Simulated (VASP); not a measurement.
Computed with PBEsol GGA, VASP's PBE PAW potentials (set 64) (plane waves; VASP 6.6.1).

Input for VASP

### INCAR
```
! general
SYSTEM =VSi
PREC   =Accurate
ENCUT  =400   ! plane-wave cut-off (eV)
LREAL  =F
LASPH  =T
ICHARG =11   ! fixed density

! electronic loop
EDIFF  =1E-7   ! SCF stop (eV)
NELM   =100
ALGO   =Normal   ! blocked Davidson
LMAXMIX=4

! smearing
ISMEAR =0
SIGMA  =0.05   ! width (eV)

! functional
GGA    =PS

! output
LWAVE  =F
LCHARG =F
LORBIT =11   ! lm-projected
```

**POSCAR**
```
VSi
1
    2.7610495867     0.0000000000     0.0000000000
   -1.3805247934     2.3911390540     0.0000000000
    0.0000000000    -0.0000000000     3.8800851468
V Si
1 1
Direct
  0.0000000000   0.0000000000   0.0000000000
  0.6666670000   0.3333330000   0.5000000000
```

File KPOINTS:
```
k-points along high-symmetry lines
10
Line-mode
Reciprocal
  0.000000   0.000000   0.000000 ! GAMMA
  0.500000   0.000000   0.000000 ! M

  0.500000   0.000000   0.000000 ! M
  0.333333   0.333333   0.000000 ! K

  0.333333   0.333333   0.000000 ! K
  0.000000   0.000000   0.000000 ! GAMMA

  0.000000   0.000000   0.000000 ! GAMMA
  0.000000   0.000000   0.500000 ! A

  0.000000   0.000000   0.500000 ! A
  0.500000   0.000000   0.500000 ! L

  0.500000   0.000000   0.500000 ! L
  0.333333   0.333333   0.500000 ! H

  0.333333   0.333333   0.500000 ! H
  0.000000   0.000000   0.500000 ! A

  0.500000   0.000000   0.500000 ! L
  0.500000   0.000000   0.000000 ! M

  0.333333   0.333333   0.500000 ! H
  0.333333   0.333333   0.000000 ! K
```

POTCAR, in this order: V_sv Si (PBE.64 set). Program: vasp_std. Read from the step before: CHGCAR.

What VASP printed:

File OSZICAR:
```
       N       E                     dE             d eps       ncg     rms          rms(c)
DAV:   1     0.938921568767E+02    0.93892E+02   -0.77652E+03  2184   0.119E+03
DAV:   2    -0.142041790685E+02   -0.10810E+03   -0.10552E+03  2220   0.343E+02
DAV:   3    -0.166671655818E+02   -0.24630E+01   -0.23816E+01  2580   0.540E+01
DAV:   4    -0.166961673029E+02   -0.29002E-01   -0.28973E-01  2316   0.597E+00
DAV:   5    -0.166965997358E+02   -0.43243E-03   -0.43238E-03  2584   0.697E-01
DAV:   6    -0.166966100632E+02   -0.10327E-04   -0.10329E-04  2396   0.104E-01
DAV:   7    -0.166966104003E+02   -0.33703E-06   -0.33693E-06  2592   0.168E-02
DAV:   8    -0.166966104134E+02   -0.13159E-07   -0.12333E-07  1880   0.303E-03
   1 F= -.16696610E+02 E0= -.16693010E+02  d E =-.720056E-02
```

### OUTCAR
```
 val. band max:       11.1004740298   @ k =   0.0556   0.0000   0.5000

 cond. band min:      11.1133161218   @ k =   0.0000   0.0000   0.2222



 k-point     1 :       0.0000    0.0000    0.0000
  band No.  band energies     occupation
      1     -52.8193      2.00000
      2     -26.9443      2.00000
      3     -26.4566      2.00000
      4     -26.4566      2.00000
      5      -1.6211      2.00000
      6       7.8237      2.00000
      7       8.3641      2.00000
      8      11.0736      1.58759
      9      11.0736      1.58758
     10      12.4435      0.00000
     11      12.4435      0.00000
     12      16.1655      0.00000

 k-point     2 :       0.0556    0.0000    0.0000
  band No.  band energies     occupation
      1     -52.8167      2.00000
      2     -26.9415      2.00000
      3     -26.4730      2.00000
      4     -26.4602      2.00000
      5      -1.5398      2.00000
      6       7.8965      2.00000
      7       8.3356      2.00000
      8      10.9846      1.99915
      9      11.1349      0.36083
     10      12.4194      0.00000
     11      12.5136      0.00000
     12      16.1657      0.00000

 k-point     3 :       0.1111    0.0000    0.0000
  band No.  band energies     occupation
      1     -52.8092      2.00000
      2     -26.9338      2.00000
      3     -26.5196      2.00000
      4     -26.4708      2.00000
      5      -1.2974      2.00000
      6       8.1008      2.00000
      7       8.2585      2.00000
      8      10.7340      2.00000
      9      11.3153      0.00000
     10      12.3505      0.00000
     11      12.7144      0.00000
     12      16.1453      0.00000

 k-point     4 :       0.1667    0.0000    0.0000
  band No.  band energies     occupation
      1     -52.7977      2.00000
      2     -26.9219      2.00000
      3     -26.5909      2.00000
      4     -26.4869      2.00000
      5      -0.8973      2.00000
      6       8.1522      2.00000
      7       8.3875      2.00000
...
```

The density is held fixed in this step, so its total energy and stress have no physical meaning.

The structure was generated: VSi was put into the WC type (P-6m2), which need not be its known phase. It was relaxed first, which changed the volume by -15 %. The run is not spin-polarised, so no magnetic state was tried. The electron count is odd and the run is not spin-polarised, which forces a metal.
